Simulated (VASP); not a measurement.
The system is Sn.

```
Sn
1.0
     0.00000    3.23334    3.23334
     3.23334    0.00000    3.23334
     3.23334    3.23334    0.00000
Sn
2
Cartesian
  0.0000 0.0000 0.0000
  1.6167 1.6167 1.6167
```

This isn't the form of Sn at room conditions, which is tetragonal (white tin).

* Program: VASP 6.6.1
* Task: relaxation of cell and atoms
* Functional: PBEsol
* Potentials or basis: VASP PAW PBE potentials, release 64 (Sn_d)
* Cutoff: 520 eV
* k mesh: 8 × 8 × 8
* Occupations: gaussian, width 0.02 eV
* Spin: no spin polarisation

At the start: pressure 1.4 GPa; volume 33.80 Å³/atom.

Where does the relaxation end?

Over 3 steps the energy falls by 4.7 meV/atom and the volume is 34.89 Å³/atom (+3.2 %); space group Fd-3m (No. 227, to 0.05 Å).

Step by step:
| step | energy change (eV) | largest force (eV/Å) | pressure (GPa) | volume (Å³) |
| --- | --- | --- | --- | --- |
| 1 | 0.0000 | 0.0000 | 1.45 | 67.61 |
| 2 | -0.0081 | 0.0000 | -0.46 | 70.63 |
| 3 | -0.0095 | 0.0000 | 0.00 | 69.78 |

Final structure:
```
CELL_PARAMETERS angstrom
0.00000 3.26767 3.26767
3.26767 0.00000 3.26767
3.26767 3.26767 0.00000
ATOMIC_POSITIONS crystal
Sn 0.00000 0.00000 0.00000
Sn 0.25000 0.25000 0.25000
```

Caveat: the PAW data sets were made with another functional, which shifts forces and pressure a little.
